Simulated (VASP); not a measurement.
# AlB2Sb3: density of states with PBE

AlB2Sb3:

```xyz
6
Lattice="-1.9618 1.9618 8.5829 1.9618 -1.9618 8.5829 1.9618 1.9618 -8.5829" Properties=species:S:1:pos:R:3 pbc="T T T"
Al    0.0000    0.0000    0.0000
B     0.0000    0.0000   11.6012
B     0.0000    0.0000    5.5646
Sb    1.9618    0.0000    1.7327
Sb    1.9618    0.0000    6.8502
Sb    0.0000    1.9618    4.2915
```

The cell was built by a generator and needn't be a form met in nature.

- Program: VASP 6.6.1
- Task: density of states
- Functional: PBE
- Potentials or basis: VASP PAW PBE potentials, release 64 (Al, B, Sb)
- Cutoff: 520 eV
- k mesh: 10 × 10 × 10
- Occupations: gaussian, width 0.1 eV
- Spin: no spin polarisation
- k mesh for the DOS: 15 × 15 × 15
- Occupations for the DOS: tetrahedron
- Further INCAR settings: ALGO = Fast; EDIFF = 1e-06; NBANDS = 21

* Valence electrons inside the program's atomic spheres: Al 0.82; B 1.66; Sb 2.53, 2.46

Levels at points of the mesh, in eV from the valence-band top:
```tsv
k point	band 9	band 10	band 11	band 12	band 13	band 14	band 15	band 16
(0.00, 0.00, 0.00)	-2.50	-0.56	0.00	0.00	0.25	0.41	1.13	1.55
```

States per cell in windows of 1 eV (zero at the valence-band top; states under -8 eV left out):
```csv
from (eV),total,B2_p,B3_p,Sb4_p,Sb5_p,Sb6_p,B2_s
-8.0,2.17,0.03,0.03,0.08,0.08,0.15,0.24
-7.0,1.29,0.03,0.03,0.06,0.06,0.09,0.10
-6.0,1.69,0.04,0.04,0.12,0.12,0.05,0.04
-5.0,2.84,0.16,0.16,0.19,0.19,0.24,0.04
-4.0,3.92,0.27,0.27,0.31,0.31,0.31,0.03
-3.0,3.72,0.28,0.28,0.34,0.34,0.26,0.01
-2.0,1.52,0.09,0.09,0.15,0.15,0.11,0.01
-1.0,0.93,0.03,0.03,0.12,0.12,0.06,0.00
0.0,1.12,0.04,0.04,0.02,0.02,0.04,0.05
1.0,3.69,0.19,0.19,0.08,0.08,0.10,0.12
2.0,3.62,0.20,0.20,0.14,0.14,0.12,0.08
3.0,4.35,0.27,0.27,0.17,0.17,0.16,0.05
4.0,4.07,0.29,0.29,0.15,0.15,0.23,0.04
5.0,1.03,0.09,0.09,0.05,0.05,0.05,0.01
6.0,0.15,0.02,0.02,0.01,0.01,0.00,0.00
```

Wall time 15 min on 4 MPI ranks on Intel(R) Xeon(R) Platinum 8488C (Sapphire Rapids) (shared host), peak memory 1.2 GiB a rank.

Spin-orbit coupling is left out, which matters for the levels of Sb.
